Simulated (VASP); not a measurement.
Data:

```
Na
1.0
   -2.13808     2.13808     2.13808
    2.13808    -2.13808     2.13808
    2.13808     2.13808    -2.13808
Na
1
Direct
  0.00000   0.00000   0.00000
```

All values below come from RPBE GGA, VASP's PBE PAW potentials (set 64) (plane waves; VASP). Run with 520 eV cut-off, 13×13×13 Γ-centred mesh, tetrahedra with Blöchl corrections, potentials Na_pv.

Task: Predict the energy per atom (σ→0), band gap (on the k-mesh) with the smallest direct gap where there is one.

Result: 
| Quantity | Result |
|---|---|
| band gap (on the k-mesh) | none (metal, semimetal or under 0.01 eV) |
| energy per atom (σ→0) | -1.195 eV/atom |

Only differences to runs with the same potentials and settings are physical.

The compound is Na in the bcc structure. It was relaxed first.
